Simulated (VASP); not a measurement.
CaCoAu3: relaxation of cell and atoms with PBE+dDsC

Crystal: CaCoAu3.

```
Ca Co Au
1.0
     4.85104    0.00000    0.00000
     0.00000    4.85104    0.00000
     0.00000    0.00000    4.85104
Ca Co Au
1 1 3
Direct
  0.00000 0.00000 0.00000
  0.50000 0.50000 0.50000
  0.00000 0.50000 0.50000
  0.50000 0.00000 0.50000
  0.50000 0.50000 0.00000
```

The cell was built by a generator and needn't be a form met in nature.

| Quantity | Value |
| --- | --- |
| Program | VASP 6.6.1 |
| Task | relaxation of cell and atoms |
| Functional | PBE |
| Dispersion | dDsC |
| Potentials or basis | VASP PAW PBE potentials, release 64 (Ca_sv, Co, Au) |
| Cutoff | 600 eV |
| k mesh | 5 × 5 × 5 |
| Occupations | fermi-dirac, width 0.05 eV |
| Spin | collinear spin, ferromagnetic start |
| Starting moments | [0.0, 2.0, 0.0, 0.0, 0.0] μB |
| Further INCAR settings | ALGO = Normal; EDIFF = 1e-07; IBRION = 2; EDIFFG = -0.02; NSW = 60; ISIF = 3 |

```json
{
 "Relaxed volume": "22.13 Å³/atom",
 "Relaxed cell": "a = 4.801 Å, b = 4.801 Å, c = 4.801 Å, α = 90.00°, β = 90.00°, γ = 90.00°",
 "Space group after relaxing (to 0.05 Å)": "Pm-3m (No. 221)",
 "Energy gained by relaxing": "-0.1 meV/atom",
 "Ionic steps": "3",
 "Pressure after relaxing": "-0.1 GPa",
 "Band gap on the k mesh": "none (metal or under the smearing width)",
 "Net moment": "1.55 μB per cell",
 "Site moments": "Ca -0.01; Co +1.55; Au +0.03 μB",
 "Valence electrons inside the program's atomic spheres": "Ca 8.01; Co 8.32; Au 9.70",
 "Hirshfeld charges": "Ca +0.16; Co -0.06; Au -0.04, -0.03 e",
 "Dispersion energy per atom": "-0.266 eV"
}
```

The path:
```
step  energy change (eV)  largest force (eV/Å)  pressure (GPa)  volume (Å³)
   1              0.0000                0.0000           -2.22       114.16
   2              0.0190                0.0000            1.12       109.01
   3              0.0006                0.0000           -0.07       110.67
```

Final structure:
```
CELL_PARAMETERS angstrom
4.80113 0.00000 0.00000
0.00000 4.80113 0.00000
0.00000 0.00000 4.80113
ATOMIC_POSITIONS crystal
Ca 0.00000 0.00000 0.00000
Co 0.50000 0.50000 0.50000
Au 0.00000 0.50000 0.50000
Au 0.50000 0.00000 0.50000
Au 0.50000 0.50000 0.00000
```

Levels at points of the mesh, in eV from the Fermi level:
Spin up:
```tsv
k point	band 23	band 24	band 25	band 26	band 27	band 28	band 29	band 30	band 31	band 32
(0.00, 0.00, 0.00)	-1.18	-1.18	-1.18	0.41	0.41	0.41	1.99	1.99	3.68	3.68
```
Spin down:
```
           k point  band 20  band 21  band 22  band 23  band 24  band 25  band 26  band 27  band 28  band 29
(0.00, 0.00, 0.00)    -2.75    -0.99    -0.99     0.41     0.41     0.41     0.42     0.42     0.42     2.40
```

It took 8.5 min on 1 thread of AMD EPYC 7R43 64-Core Processor (Zen 3), with other jobs on the host, peak memory 0.3 GiB.

Caveat: pairwise dispersion overbinds metals, which lowers pressure and volume. Spin-orbit coupling is left out, which matters for the levels of Au.
